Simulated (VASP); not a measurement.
```xyz
8
Lattice="-2.6764 2.6764 5.3299 2.6764 -2.6764 5.3299 2.6764 2.6764 -5.3299" Properties=species:S:1:pos:R:3 pbc="T T T"
Cu     0.0000     0.0000    10.6598
Cu     0.0000     2.6764     2.6650
Zn     2.6764     0.0000     2.6650
Ge     0.0000     0.0000     5.3299
S      1.2995     1.3470     4.0195
S      1.3769     1.3294    -1.3104
S      1.3470    -1.2995     6.6403
S      1.3294     3.9759     1.3104
```

The numbers are results of PBE GGA, VASP's PBE PAW potentials (set 64) (plane waves; VASP 6.6.1), not measurements. Run with 400 eV cut-off, 5×5×5 Γ-centred mesh, Gaussian smearing of 0.050 eV, potentials Cu Zn Ge_d S.

Q: Predict the energy per atom (σ→0), band gap (on the k-mesh) with the smallest direct gap where there is one.

A: 
- band gap (on the k-mesh): 0.53 eV
- smallest direct gap (on the k-mesh): 0.53 eV
- energy per atom (σ→0): -4.155 eV/atom

Total energies compare only between runs with the same potentials, cut-off and functional.

The structure was generated: ZnCu2GeS4 was put into the kesterite type (I-4), which need not be its known phase. It was relaxed first.
